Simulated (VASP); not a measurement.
Method: PBE GGA, VASP's PBE PAW potentials (set 64) (plane waves; VASP 6.6.1).

VASP input:

### POSCAR
```
ReRh2
7.1747980
  0.0000000000   0.5000000000   0.5000000000
  0.5000000000   0.0000000000   0.5000000000
  0.5000000000   0.5000000000   0.0000000000
Rh Re
4 2
Cartesian
  0.1250000000   0.1250000000   0.1250000000
  0.1250000000   0.3750000000   0.3750000000
  0.3750000000   0.1250000000   0.3750000000
  0.3750000000   0.3750000000   0.1250000000
  0.7500000000   0.7500000000   0.7500000000
  0.5000000000   0.5000000000   0.5000000000
```

### INCAR
```
# general
SYSTEM  = ReRh2
PREC    = Accurate
ENCUT   = 300
LREAL   = F
LASPH   = T

# electronic loop
EDIFF   = 1E-6
NELM    = 100
ALGO    = Normal
LMAXMIX = 6

# smearing
ISMEAR  = 0
SIGMA   = 0.1

# functional
GGA     = PE

# ions
ISIF    = 2

# output
LWAVE   = F
LCHARG  = F
```

KPOINTS:
```
Automatic mesh
0
Gamma
6 6 6
0 0 0
```

POTCAR, in this order: Rh_pv Re (PBE.64 set). Program: vasp_std.

What will the output report for the number of irreducible k-points (NKPTS), largest plane-wave count, number of space-group operations, FFT grid (NGX, NGY, NGZ)?

```
Item                                           Value
--------------------------------------  ------------
number of irreducible k-points (NKPTS)            16
largest plane-wave count                        1113
number of space-group operations                  48
FFT grid (NGX, NGY, NGZ)                30 × 30 × 30
```

The structure was generated: ReRh2 was put into an ordered model structure, which need not be its known phase. The cell was not relaxed at this level.
